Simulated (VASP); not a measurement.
Computed with vdW-DF2, VASP's PBE PAW potentials (set 64) (plane waves; VASP).

Input for VASP

**INCAR**
```
AGGAC = 0.0
ALGO = Normal
EDIFF = 1E-6
EDIFFG = -0.02
ENCUT = 520
GGA = ML
IBRION = 2
ISIF = 3
ISMEAR = 0
LASPH = .TRUE.
LCHARG = .FALSE.
LREAL = .FALSE.
LUSE_VDW = .TRUE.
LWAVE = .FALSE.
NELM = 100
NSW = 60
PREC = Accurate
SIGMA = 0.05
SYSTEM = KMgF3
ZAB_VDW = -1.8867
```

File POSCAR:
```
KMgF3
1
    4.0446021309     0.0000000000    -0.0000000000
   -0.0000000000     4.0446021309     0.0000000000
    0.0000000000    -0.0000000000     4.0446021309
K Mg F
1 1 3
Direct
  0.0000000000   0.0000000000   0.0000000000
  0.5000000000   0.5000000000   0.5000000000
  0.5000000000   0.0000000000   0.5000000000
  0.0000000000   0.5000000000   0.5000000000
  0.5000000000   0.5000000000   0.0000000000
```

KPOINTS:
```
Automatic mesh
0
Gamma
5 5 5
0 0 0
```

POTCAR, in this order: K_sv Mg F (PBE.64 set). Program: vasp_std.

The resulting files:

### OUTCAR
```
 ion  position               nearest neighbor table
   1  0.000  0.000  0.000-   2 3.50   2 3.50   2 3.50   2 3.50   2 3.50   2 3.50   2 3.50   2 3.50
  LATTYP: Found a simple cubic cell.
 ALAT       =     4.0446021309
 Subroutine PRICEL returns:
 Original cell was already a primitive cell.
 Subroutine GETGRP returns: Found 48 space group operations
The static configuration has the point symmetry O_h .
The dynamic configuration has the point symmetry O_h .
 Subroutine INISYM returns: Found 48 space group operations
 Subroutine IBZKPT returns following result:
 Found     10 irreducible k-points:

 Following reciprocal coordinates:
            Coordinates               Weight
  0.000000  0.000000  0.000000      1.000000
  0.200000  0.000000  0.000000      6.000000
  0.400000  0.000000  0.000000      6.000000
  0.200000  0.200000  0.000000     12.000000
  0.400000  0.200000  0.000000     24.000000
  0.400000  0.400000  0.000000     12.000000
  0.200000  0.200000  0.200000      8.000000
  0.400000  0.200000  0.200000     24.000000
  0.400000  0.400000  0.200000     24.000000
  0.400000  0.400000  0.400000      8.000000
   k-points           NKPTS =     10   k-points in BZ     NKDIM =     10   number of bands    NBANDS=     20
   number of dos      NEDOS =    301   number of ions     NIONS =      5
   total plane-waves  NPLWV =  27000
   dimension x,y,z NGX =    30 NGY =   30 NGZ =   30
   dimension x,y,z NGXF=    60 NGYF=   60 NGZF=   60
   ions per type =               1   1   3
   PREC   = accura    normal or accurate (medium, high low for compatibility)
   ISTART =      0    job   : 0-new  1-cont  2-samecut
   ICHARG =      2    charge: 1-file 2-atom 10-const
   ISPIN  =      1    spin polarized calculation?
   LNONCOLLINEAR =      F non collinear calculations
   LSORBIT =      F    spin-orbit coupling
   INIWAV =      1    electr: 0-lowe 1-rand  2-diag
   ENCUT  =  520.0 eV  38.22 Ry    6.18 a.u.   7.52  7.52  7.52*2*pi/ulx,y,z
   NELM   =    100;   NELMIN=  2; NELMDL= -5     # of ELM steps
   EDIFF  = 0.1E-05   stopping-criterion for ELM
   LREAL  =      F    real-space projection
   NLSPLINE    = F    spline interpolate recip. space projectors
   LMAXMIX     =    2 max onsite mixed and CHGCAR
   VOSKOWN=      0    Vosko Wilk Nusair interpolation
   EDIFFG = -.2E-01   stopping-criterion for IOM
   NSW    =     60    number of steps for IOM
   NBLOCK =      1;   KBLOCK =     60    inner block; outer block
   IBRION =      2    ionic relax: 0-MD 1-quasi-New 2-CG
   NFREE  =      1    steps in history (QN), initial steepest desc. (CG)
   ISIF   =      3    stress and relaxation
   ISYM   =      2    0-nonsym 1-usesym 2-fastsym
   TEIN   =    0.0    initial temperature
   TEBEG  =    0.0;   TEEND  =   0.0 temperature during run
   SMASS  =  -3.00    Nose mass-parameter (am)
   PSTRESS=    0.0 pullay stress
   NELECT =      32.0000    total number of electrons
   EFERMI =   0.00;   METHOD = LEGACY
   ISMEAR =     0;   SIGMA  =   0.05  broadening in eV -4-tet -1-fermi 0-gaus
   IALGO  =     38    algorithm
   LDIAG  =      T    sub-space diagonalisation (order eigenvalues)
   IMIX   =      4    mixing-type and parameters
     AMIX     =   0.40;   BMIX     =  1.00
     AMIX_MAG =   1.60;   BMIX_MAG =  1.00
     AMIN     =   0.10
   GGA     = ML    functional components
   VOSKOWN =     0    Vosko Wilk Nusair interpolation
   LHFCALC =     F    Hartree Fock is set to
   LHFONE  =     F    Hartree Fock one center treatment
   AEXX    =    0.0000 exact exchange contribution
   LUSE_VDW   =     T    switch on vdW DFT
   IVDW    =     0    specifies the selected vdW correction
   LEPSILON=     F    determine dielectric tensor
   LRPA    =     F    only Hartree local field effects (RPA)
  energy-cutoff  :      520.00
...
```

**OSZICAR**
```
       N       E                     dE             d eps       ncg     rms          rms(c)
DAV:   1     0.250870805453E+03    0.25087E+03   -0.17965E+04   400   0.156E+03
DAV:   2    -0.879114261388E+01   -0.25966E+03   -0.25072E+03   532   0.385E+02
DAV:   3    -0.194794588049E+02   -0.10688E+02   -0.10659E+02   476   0.770E+01
DAV:   4    -0.198812858070E+02   -0.40183E+00   -0.40112E+00   704   0.118E+01
DAV:   5    -0.198823466354E+02   -0.10608E-02   -0.10608E-02   468   0.649E-01    0.106E+01
DAV:   6    -0.168344782780E+02    0.30479E+01   -0.13794E+01   448   0.265E+01    0.409E+00
DAV:   7    -0.167935840220E+02    0.40894E-01   -0.33042E-01   532   0.412E+00    0.261E+00
DAV:   8    -0.167413786167E+02    0.52205E-01   -0.10052E-01   456   0.323E+00    0.333E-01
DAV:   9    -0.167403562783E+02    0.10223E-02   -0.17098E-02   540   0.893E-01    0.115E-01
DAV:  10    -0.167404161857E+02   -0.59907E-04   -0.11550E-03   480   0.246E-01    0.388E-02
DAV:  11    -0.167404313050E+02   -0.15119E-04   -0.10330E-04   492   0.947E-02    0.193E-02
DAV:  12    -0.167404310323E+02    0.27273E-06   -0.21909E-06   392   0.146E-02
   1 F= -.16740431E+02 E0= -.16740431E+02  d E =-.167404E+02
       N       E                     dE             d eps       ncg     rms          rms(c)
DAV:   1    -0.167452808404E+02   -0.48495E-02   -0.89910E-02   428   0.282E+00    0.541E-01
DAV:   2    -0.167409474463E+02    0.43334E-02   -0.22278E-02   436   0.116E+00    0.955E-02
DAV:   3    -0.167407238670E+02    0.22358E-03   -0.44212E-04   548   0.187E-01    0.657E-02
DAV:   4    -0.167406754042E+02    0.48463E-04   -0.17337E-04   660   0.753E-02    0.543E-02
DAV:   5    -0.167406768969E+02   -0.14927E-05   -0.20341E-05   616   0.341E-02    0.983E-03
DAV:   6    -0.167406748504E+02    0.20465E-05   -0.10241E-05   616   0.245E-02    0.418E-03
DAV:   7    -0.167406747478E+02    0.10255E-06   -0.75434E-07   372   0.474E-03
   2 F= -.16740675E+02 E0= -.16740675E+02  d E =-.243716E-03
```

File OUTCAR:
```
------------------------ aborting loop because EDIFF is reached ----------------------------------------
  FORCE on cell =-STRESS in cart. coord.  units (eV):
  Direction    XX          YY          ZZ          XY          YZ          ZX
  --------------------------------------------------------------------------------------
  Total        0.0061855      0.0061855      0.0061855     -0.0000000     -0.0000000      0.0000000
  in kB        0.1492213      0.1492213      0.1492213     -0.0000000     -0.0000000      0.0000000
  external PRESSURE =       0.1492213 kB  Pullay stress =       0.0000000 kB
  volume of cell :       66.41
      direct lattice vectors                 reciprocal lattice vectors
     4.049666863  0.000000000 -0.000000000     0.246933892 -0.000000000 -0.000000000
     0.000000000  4.049666863 -0.000000000    -0.000000000  0.246933892 -0.000000000
     0.000000000  0.000000000  4.049666863     0.000000000  0.000000000  0.246933892
 POSITION                                       TOTAL-FORCE (eV/Angst)
 -----------------------------------------------------------------------------------
      0.00000      0.00000      0.00000        -0.000000     -0.000000      0.000000
      2.02483      2.02483      2.02483        -0.000000     -0.000000      0.000000
      2.02483      0.00000      2.02483        -0.000000      0.000000      0.000000
      0.00000      2.02483      2.02483         0.000000      0.000000      0.000000
      2.02483      2.02483     -0.00000        -0.000000      0.000000      0.000000
 -----------------------------------------------------------------------------------
    total drift:                                0.000000      0.000000     -0.000000
  FREE ENERGIE OF THE ION-ELECTRON SYSTEM (eV)
  ---------------------------------------------------
  free  energy   TOTEN  =       -16.7406747478 eV

  energy  without entropy=      -16.7406747478  energy(sigma->0) =      -16.74067475

 reached required accuracy - stopping structural energy minimisation
```
(Selected blocks of OUTCAR.)

### CONTCAR
```
KMgF3
   1.00000000000000
     4.0496668627459336    0.0000000000000000   -0.0000000000000000
     0.0000000000000000    4.0496668627459336   -0.0000000000000000
     0.0000000000000000    0.0000000000000000    4.0496668627459336
  K               Mg              F
     1     1     3
Direct
     0.0000000000000000    0.0000000000000000    0.0000000000000000
     0.5000000000000000    0.5000000000000000    0.5000000000000000
     0.5000000000000000    0.0000000000000000    0.5000000000000000
     0.0000000000000000    0.5000000000000000    0.5000000000000000
     0.5000000000000000    0.5000000000000000    0.0000000000000000
```

The compound is KMgF3 in the cubic perovskite structure. This run relaxes it. Symmetry was kept, so distortions that lower it aren't found. The start is the result of an earlier pass.
